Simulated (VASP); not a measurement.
Input for VASP

**INCAR**
```
SYSTEM = CaS
PREC = Accurate
ENCUT = 480
EDIFF = 1E-7
NELM = 100
ALGO = Normal
LREAL = .FALSE.
LASPH = .TRUE.
ISMEAR = 0
SIGMA = 0.05
GGA = PE
LWAVE = .FALSE.
LCHARG = .FALSE.
ISIF = 3
IBRION = 2
NSW = 40
EDIFFG = -0.01
PSTRESS = 300
```

File POSCAR:
```
CaS
1
    0.0000000000     2.5947668731     2.5947668731
    2.5947668731     0.0000000000     2.5947668731
    2.5947668731     2.5947668731     0.0000000000
Ca S
1 1
Direct
  0.0000000000   0.0000000000   0.0000000000
  0.5000000000   0.5000000000   0.5000000000
```

KPOINTS:
```
Automatic
0
G
 8 8 8
```

POTCAR, in this order: Ca_sv S (PBE.64 set). Program: vasp_std.

Question: Write an equivalent input for Quantum ESPRESSO's pw.x.

Answer: One equivalent input (not run):
```
&CONTROL
  calculation = 'vc-relax'
  pseudo_dir = './pseudo'
  outdir = './out'
  tprnfor = .true.
  tstress = .true.
  nstep = 40
  forc_conv_thr = 0.00039
/
&SYSTEM
  ibrav = 0
  nat = 2
  ntyp = 2
  ecutwfc = 68
  occupations = 'smearing'
  smearing = 'gaussian'
  degauss = 0.003675
  input_dft = 'pbe'
/
&ELECTRONS
  conv_thr = 7.3e-09
  electron_maxstep = 100
/
&IONS
/
&CELL
  press = 300
/
ATOMIC_SPECIES
  Ca 40.078 Ca.upf
  S 32.060 S.upf
CELL_PARAMETERS angstrom
     0.0000000    2.5947669    2.5947669
     2.5947669    0.0000000    2.5947669
     2.5947669    2.5947669    0.0000000
ATOMIC_POSITIONS crystal
  Ca   0.0000000  0.0000000  0.0000000
  S    0.5000000  0.5000000  0.5000000
K_POINTS automatic
  8 8 8 0 0 0
```
Limits of the translation: the potentials are each code's own (VASP's PAW set, PseudoDojo norm-conserving files in pw.x), so ENCUT and ecutwfc are chosen apart and not converted; conv_thr bounds pw.x's estimated SCF error, while EDIFF bounds the energy change between steps; forc_conv_thr acts on force components and is met together with etot_conv_thr.

The compound is CaS in the rock salt structure. It was relaxed first under an external pressure of 30 GPa.
